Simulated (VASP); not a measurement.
Crystal: Sn2GeO3.

```xyz
6
Lattice="5.5676 0.0000 0.0000 -2.7838 4.8217 0.0000 0.0000 0.0000 3.6962" Properties=species:S:1:pos:R:3 pbc="T T T"
Sn    2.7838    1.6072    0.0000
Sn    0.0000    3.2144    0.0000
Ge    0.0000    0.0000    0.0000
O    -1.3919    2.4108    1.8481
O     1.3919    2.4108    1.8481
O     2.7838    0.0000    1.8481
```

The cell was built by a generator and needn't be a form met in nature.

| Property | Result |
| --- | --- |
| Program | VASP 6.6.1 |
| Task | relaxation of cell and atoms |
| Functional | PBE |
| Potentials or basis | VASP PAW PBE potentials, release 64 (Sn_d, Ge_d, O) |
| Cutoff | 520 eV |
| k mesh | 3 × 3 × 4 |
| Occupations | gaussian, width 0.15 eV |
| Spin | no spin polarisation |

At the start: pressure -6.8 GPa; volume 16.54 Å³/atom.

**Question.** How do energy, volume and symmetry change on relaxing?

**Answer.** Over 5 steps the energy falls by 314.9 meV/atom and the volume is 15.97 Å³/atom (-3.4 %); space group P6/mmm (No. 191, to 0.05 Å).

The path:
```
step  energy change (eV)  largest force (eV/Å)  pressure (GPa)  volume (Å³)
   1              0.0000                0.0000           -6.75        99.23
   2             -1.5947                0.0000            4.74        88.80
   3             -1.6229                0.0000            7.15        87.54
   4             -1.8833                0.0000            0.97        94.36
   5             -1.8892                0.0000           -0.07        95.85
```

Final structure:
```
Sn Ge O
1.0
     5.99665    0.00000    0.00000
    -2.99833    5.19325    0.00000
     0.00000    0.00000    3.07779
Sn Ge O
2 1 3
Direct
  0.66667 0.33333 0.00000
  0.33333 0.66667 0.00000
  0.00000 0.00000 0.00000
  0.00000 0.50000 0.50000
  0.50000 0.50000 0.50000
  0.50000 0.00000 0.50000
```

Caveat: the k mesh is coarse (spacing up to 0.43 Å⁻¹), so the values aren't converged; the relaxation stopped at a loose force limit of 0.08 eV/Å, so its end isn't a converged minimum.
